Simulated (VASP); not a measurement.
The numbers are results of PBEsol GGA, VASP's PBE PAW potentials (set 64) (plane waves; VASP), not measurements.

The input files of a VASP run:

### INCAR
```
! general
SYSTEM  = GeRh2
PREC    = Accurate
ENCUT   = 400
LREAL   = .FALSE.
LASPH   = .TRUE.

! electronic loop
EDIFF   = 1E-7
NELM    = 100
ALGO    = Normal
LMAXMIX = 4

! smearing
ISMEAR  = -5

! functional
GGA     = PS

! ions
ISIF    = 2

! output
LWAVE   = .FALSE.
LCHARG  = .TRUE.
LORBIT  = 11
NEDOS   = 601

! other
LEFG    = .TRUE.
```

### KPOINTS
```
Automatic mesh
0
Gamma
7 9 5
0 0 0
```

POSCAR:
```
GeRh2
1
    5.3997724703    -0.0000000000     0.0000000000
   -0.0000000000     4.0001838269     0.0000000000
    0.0000000000     0.0000000000     7.5727925304
Rh Ge
8 4
Direct
  0.5303200629   0.2500000000   0.7926915435
  0.0303200629   0.2500000000   0.7073084565
  0.4696799371   0.7500000000   0.2073084565
  0.9696799371   0.7500000000   0.2926915435
  0.1649308885   0.2500000000   0.0689512257
  0.6649308885   0.2500000000   0.4310487743
  0.8350691115   0.7500000000   0.9310487743
  0.3350691115   0.7500000000   0.5689512257
  0.7096250494   0.2500000000   0.1039019630
  0.2096250494   0.2500000000   0.3960980370
  0.2903749506   0.7500000000   0.8960980370
  0.7903749506   0.7500000000   0.6039019630
```

POTCAR, in this order: Rh_pv Ge_d (PBE.64 set). Program: vasp_std.

Task: What will the output report for the number of irreducible k-points (NKPTS), number of bands (NBANDS), largest plane-wave count, number of space-group operations, FFT grid (NGX, NGY, NGZ)?

Result: 
```json
{
 "number of irreducible k-points (NKPTS)": "60",
 "number of bands (NBANDS)": "105",
 "largest_plane_wave_count": "2998",
 "number_of_space_group_operations": "8",
 "FFT grid (NGX, NGY, NGZ)": "36 × 28 × 50"
}
```

The structure was generated: GeRh2 was put into the Co2Si type (Pnma), which need not be its known phase. It was relaxed first.
